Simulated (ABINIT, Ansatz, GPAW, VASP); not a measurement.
MgAu (Pm-3m, 2 atoms in the cell) computed with different codes at matched settings

Self-consistent single point.

```yaml
crystal:
  lattice:
    - [3.23851, 0.00000, 0.00000]
    - [0.00000, 3.23851, 0.00000]
    - [0.00000, 0.00000, 3.23851]
  atoms:
    - { symbol: Mg, position: [0.50000, 0.50000, 0.50000] }
    - { symbol: Au, position: [0.00000, 0.00000, 0.00000] }
```

Shared settings, as Ansatz (a first-principles code) writes them: kpoints.mp_grid.grid = 7 7 7; scf.occupations.method = gaussian; scf.occupations.width = 0.0073 Ry. Potentials and cutoffs stand in the table.

```json
[
 {"code": "GPAW", "model": "LDA (Perdew-Wang 92), GPAW PAW datasets LDA (gpaw-data 1.0.1)", "pressure (GPa)": "-2.02", "cutoff": "850 eV"},
 {"code": "Ansatz", "model": "LDA (PW92), PAW files made with PBE", "pressure (GPa)": "-2.29", "cutoff": "30.9 Ry"},
 {"code": "VASP", "model": "LDA (PZ), VASP's LDA PAW potentials (set 64)", "pressure (GPa)": "-2.97", "cutoff": "300 eV"},
 {"code": "ABINIT", "model": "LDA (PW92), norm-conserving pseudopotentials (PseudoDojo nc-sr-04 LDA standard)", "pressure (GPa)": "-2.27", "cutoff": "84 Ry"}
]
```

On Ansatz's run: spin-orbit coupling is off.

The spread over the programs that give each value: pressure within 0.95 GPa.

Ansatz's pressure is given at a fixed set of plane waves, as the other plane-wave codes print theirs. The same LDA comes in different parametrisations, which differ slightly.

VASP's run is marked for a possible Pulay error in its stress at this cutoff; no cutoff test was made.

The starting cell comes from a database of computed structures (which also holds hypothetical and non-ambient phases and stackings), without a prior relaxation at this level. Its lattice was rescaled by a random factor within 2.5 % of one.

Left out of this page: CP2K, Elk, FLEUR and SIESTA (not drawn, or without a comparable value).

Keys are those of Ansatz 0.2.
